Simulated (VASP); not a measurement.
A cell of LaP (relaxed from the CsCl structure, space group Pm-3m) near equilibrium:

```xyz
2
Lattice="3.6474 0.0000 0.0000 0.0000 3.6474 0.0000 0.0000 0.0000 3.6474" Properties=species:S:1:pos:R:3 pbc="T T T"
La     0.0000     0.0000     0.0000
P      1.8237     1.8237     1.8237
```

All values below come from r2SCAN meta-GGA, VASP's PBE PAW potentials (set 64) (plane waves; VASP 6.6.1).

```csv
run,ΔE (meV/atom),σxx,σyy,σzz,"largest shear component, with its sign (GPa)",largest force (eV/Å)
as it is,0.0,-0.06,-0.06,-0.06,0.00,0.000
after one change,0.7,0.17,-0.31,0.17,0.00,0.046
```
Stress is in GPa, positive when the cell is compressed.

Q: What was changed between the two runs?
A. uniaxial strain of -4.0 % along x
B. atom 1 (La) moved by 0.075 Å along y
C. atom 1 (La) moved by 0.200 Å along x
D. isotropic strain of +1.5 %

A: B, atom 1 (La) moved by 0.075 Å along y

The structure was generated: LaP was put into the CsCl type (Pm-3m), which need not be its known phase.
